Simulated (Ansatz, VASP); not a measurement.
# MgCdS4 in VASP and in Ansatz

```xyz
6
Lattice="4.8433 0.0000 0.0000 0.0000 4.8433 0.0000 0.0000 0.0000 6.9116" Properties=species:S:1:pos:R:3 pbc="T T T"
Mg    2.4216    2.4216    3.4558
Cd    0.0000    0.0000    0.0000
S     2.4216    0.0000    5.2727
S     0.0000    2.4216    1.6389
S     2.4216    0.0000    1.6389
S     0.0000    2.4216    5.2727
```

Change from the starting cell: species swapped into the Na4TeSe type (P4/mmm, No. 123).

Alike in both runs: task single point; functional PBE; k mesh 4 × 4 × 4; occupations gaussian, width 0.1 eV; no spin polarisation.

```csv
,VASP,Ansatz
version,VASP 6.6.1,Ansatz 0.2.0
potentials or method,"VASP PAW PBE potentials, release 64 (Mg, Cd, S)","scalar-relativistic, plane waves, PAW"
plane-wave cutoff (eV),520,420
valence electrons in the cell,38,54
```

|  | VASP | Ansatz | Ansatz less VASP |
| --- | --- | --- | --- |
| gap on the k mesh at the Fermi level (eV) | none | none | - |
| pressure (GPa) | -8.8 | -8.8 | 0.00 |
| rms of the force components (eV/Å) | 0.153 | 0.146 | -0.0069 |

Atom by atom the forces differ by 0.007 eV/Å (rms over components). A gap of «none» marks a metal or a gap that the smearing closes. The two sets of potentials don't hold the same shells in valence.
